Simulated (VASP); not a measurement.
## Zn2Ga2O3: relaxation of cell and atoms with PBE

The system is Zn2Ga2O3.

```
Zn Ga O
1.0
     3.31493    0.00000    0.00000
    -1.65746    2.87081    0.00000
     0.00000    0.00000   10.53900
Zn Ga O
2 2 3
Direct
  0.00000 0.00000 0.00000
  0.33333 0.66667 0.50000
  0.00000 0.00000 0.23475
  0.00000 0.00000 0.76525
  0.33333 0.66667 0.28788
  0.33333 0.66667 0.71212
  0.00000 0.00000 0.50000
```

The cell was built by a generator and needn't be a form met in nature.

```yaml
Program: VASP 6.6.1
Task: relaxation of cell and atoms
Functional: PBE
Potentials_or_basis: VASP PAW PBE potentials, release 64 (Zn, Ga_d, O)
Cutoff: 520 eV
k_mesh: 10 × 10 × 4
Occupations: gaussian, width 0.1 eV
Spin: no spin polarisation
Further_INCAR_settings: ALGO = Normal; EDIFF = 1e-06; IBRION = 2; EDIFFG = -0.01; NSW = 90; ISIF = 3
```

* Relaxed volume: 14.65 Å³/atom
* Relaxed cell: a = 3.219 Å, b = 3.219 Å, c = 11.424 Å, α = 90.00°, β = 90.00°, γ = 120.00°
* Space group after relaxing (to 0.05 Å): P-6m2 (No. 187)
* Energy gained by relaxing: 18.6 meV/atom
* Ionic steps: 19
* Pressure after relaxing: 0.0 GPa
* Largest force after relaxing: 0.010 eV/Å
* Band gap on the k mesh: none (metal or under the smearing width)

Forces in eV/Å, atoms in the order of the input:
```
Zn   0.000  0.000  0.000
Zn   0.000  0.000  0.000
Ga   0.000  0.000  0.002
Ga   0.000  0.000 -0.002
O    0.000  0.000 -0.010
O    0.000  0.000  0.010
O    0.000  0.000  0.000
```

Stress tensor (GPa, compression positive):
```
-0.06  0.00  0.00
 0.00 -0.06  0.00
 0.00  0.00  0.05
```

Step by step:
```
step  energy change (eV)  largest force (eV/Å)  pressure (GPa)  volume (Å³)
   1              0.0000                0.1261            0.99       100.29
   2             -0.0286                0.1922           -0.23       101.58
   3             -0.0419                0.2530           -1.55       103.20
   4             -0.0622                0.3388           -0.63       102.33
   5             -0.0704                0.4205            0.38       101.41
   6             -0.0877                0.2357            0.18       101.26
   7             -0.0944                0.3301            0.05       101.11
   8             -0.1062                0.2540            0.16       101.13
   9             -0.1211                0.0638            0.60       101.17
  10             -0.1276                0.0557           -0.26       102.69
  11             -0.1276                0.0572           -0.33       102.72
  12             -0.1289                0.1051            0.22       102.38
  13             -0.1290                0.0965            0.10       102.44
  14             -0.1298                0.0450           -0.07       102.49
  15             -0.1299                0.0250           -0.02       102.48
  16             -0.1300                0.0154            0.04       102.44
  17             -0.1300                0.0133            0.07       102.43
  18             -0.1300                0.0083           -0.07       102.56
  19             -0.1300                0.0098           -0.02       102.53
```

Final structure:
```
Zn Ga O
1.0
     3.21926    0.00000    0.00000
    -1.60963    2.78796    0.00000
     0.00000    0.00000   11.42350
Zn Ga O
2 2 3
Direct
  0.00000 0.00000 0.00000
  0.33333 0.66667 0.50000
  0.00000 0.00000 0.21766
  0.00000 0.00000 0.78234
  0.33333 0.66667 0.27923
  0.33333 0.66667 0.72077
  0.00000 0.00000 0.50000
```

Levels at points of the mesh, in eV from the Fermi level:
| k point | band 31 | band 32 | band 33 | band 34 | band 35 | band 36 | band 37 | band 38 |
| --- | --- | --- | --- | --- | --- | --- | --- | --- |
| (0.00, 0.00, 0.00) | -3.20 | -0.90 | -0.28 | 0.15 | 0.15 | 2.38 | 3.59 | 5.76 |
| (0.50, 0.00, 0.00) | -2.10 | -1.87 | -1.00 | -0.42 | -0.41 | 2.83 | 3.58 | 4.90 |
| (0.00, 0.00, 0.50) | -2.31 | -1.75 | 0.15 | 0.15 | 0.41 | 1.96 | 3.77 | 5.78 |
| (0.50, 0.00, 0.50) | -2.30 | -1.86 | -1.05 | -0.40 | -0.36 | 2.80 | 3.54 | 4.99 |

Wall time 9.2 min on 4 MPI ranks on Intel(R) Xeon(R) Platinum 8488C (Sapphire Rapids), on a shared host, peak memory 0.34 GiB a rank.
